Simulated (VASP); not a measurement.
```
GeSi3
1.0
   -0.00096     5.48879     5.48428
    5.48879    -0.00096     5.48428
    2.74391     2.74391     0.00000
Si Ge
6 2
Cartesian
  2.74391   2.74391   0.00046
  1.37196   1.37196   1.37061
  5.47294   2.75880   2.75634
  4.13172   1.35611   4.09901
  2.75880   5.47294   2.75634
  1.35611   4.13172   4.09901
  2.74391   2.74391   5.45128
  4.11587   4.11587   6.88835
```

The numbers are results of PBEsol GGA, VASP's PBE PAW potentials (set 64) (plane waves; VASP), not measurements. Run with 400 eV cut-off, Gaussian smearing of 0.050 eV, potentials Si Ge_d.

Q: Give the energies of bands 17 to 30 at the high-symmetry points, in eV from the valence-band maximum.

A: 
| band | Γ | Y | C0 | Z | A0 | T | S | R |
|---|---|---|---|---|---|---|---|---|
| 17 | -7.09 | -4.03 | -4.51 | -5.80 | -7.07 | -7.21 | -4.31 | -6.60 |
| 18 | -3.04 | -3.99 | -4.35 | -5.80 | -7.07 | -7.21 | -4.11 | -6.60 |
| 19 | -3.03 | -3.88 | -4.23 | -4.07 | -3.18 | -3.05 | -3.75 | -3.80 |
| 20 | -1.50 | -3.66 | -2.96 | -4.07 | -3.18 | -3.05 | -3.67 | -3.80 |
| 21 | -1.38 | -2.16 | -2.21 | -3.98 | -3.09 | -3.00 | -2.45 | -3.65 |
| 22 | -1.36 | -2.05 | -2.16 | -3.98 | -3.09 | -3.00 | -2.31 | -3.64 |
| 23 | -1.23 | -2.02 | -2.15 | -3.87 | -2.34 | -1.35 | -1.04 | -2.45 |
| 24 | -0.08 | -2.00 | -2.08 | -3.87 | -2.34 | -1.35 | -1.03 | -2.45 |
| 25 | -0.07 | -1.60 | -1.80 | -1.48 | -1.58 | -1.32 | -0.73 | -2.26 |
| 26 | 0.00 | -1.24 | -0.80 | -1.48 | -1.58 | -1.32 | -0.67 | -2.26 |
| 27 | 0.47 | 0.79 | 1.35 | 2.18 | 0.71 | 0.37 | 1.14 | 1.14 |
| 28 | 0.55 | 0.99 | 1.39 | 2.18 | 0.71 | 0.37 | 1.45 | 1.14 |
| 29 | 0.77 | 2.03 | 1.80 | 4.04 | 1.21 | 0.66 | 1.55 | 1.51 |
| 30 | 1.25 | 2.37 | 2.73 | 4.05 | 1.21 | 0.66 | 1.58 | 1.51 |

The gap is indirect, 0.36 eV, from the valence maximum at Γ to the conduction minimum at Γ-Y at 0.29.

The structure was generated: Ge2Si6 was put into an ordered model structure (Cmcm), which need not be its known phase. It was relaxed first.
